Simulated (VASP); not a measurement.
A convergence study with VASP on PtSe$_{2}$ (1T layered): one setting is varied, all else stays as given below, so the limit is that of these other settings.

```
CELL_PARAMETERS angstrom
      1.86500    -3.23027     0.00000
      1.86500     3.23027     0.00000
      0.00000     0.00000     5.08000
ATOMIC_POSITIONS crystal
  Pt 0.00000 0.00000 0.00000
  Se 0.33333 0.66667 0.25500
  Se 0.66667 0.33333 0.74500
```

The numbers are results of PBE GGA, VASP's PBE PAW potentials (set 64) (plane waves; VASP), not measurements. The tightest run used: 550 eV cut-off, 16×16×10 Γ-centred mesh, Gaussian smearing of 0.050 eV, potentials Pt Se.

**Question.** The settings run are 1×1×1 mesh; 2×2×1 mesh; 3×3×2 mesh; 5×5×3 mesh; 7×7×4 mesh; 9×9×6 mesh; 10×10×6 mesh; 11×11×7 mesh; 12×12×8 mesh; 13×13×8 mesh; 15×15×9 mesh; 16×16×10 mesh. From which on does the energy per atom stay within 0.01 eV/atom of the tightest run?

**Answer.** From 5×5×3 mesh on: it is off by 0.0059 there and by no more than 0.01 in any finer run, while 3×3×2 mesh is off by 0.0251.
```
setting        E (eV/atom)  pressure (GPa)  largest force (eV/Å)  irreducible k-points  difference judged (eV/atom)
-------------  -----------  --------------  --------------------  --------------------  ---------------------------
1×1×1 mesh         -1.4346           30.92                 2.896                     1                       3.3051
2×2×1 mesh         -4.8630            2.22                 1.064                     2                       0.1232
3×3×2 mesh         -4.7649            4.60                 0.040                     6                       0.0251
5×5×3 mesh         -4.7456            4.71                 0.100                    12                       0.0059
7×7×4 mesh         -4.7391            4.77                 0.193                    28                       0.0006
9×9×6 mesh         -4.7398            4.79                 0.188                    62                       0.0000
10×10×6 mesh       -4.7397            4.80                 0.174                    72                       0.0000
11×11×7 mesh       -4.7398            4.80                 0.167                    94                       0.0000
12×12×8 mesh       -4.7393            4.79                 0.176                   131                       0.0004
13×13×8 mesh       -4.7395            4.78                 0.176                   147                       0.0002
15×15×9 mesh       -4.7395            4.79                 0.179                   211                       0.0003
16×16×10 mesh      -4.7398            4.79                 0.177                   264                       0.0000
```

Left out are rungs that failed or repeat a setting and relaxations that didn't move; long series are thinned to 24 rows.

The compound is PtSe2 in the 1T layered structure. The cell was not relaxed at this level, forces remain on its atoms.
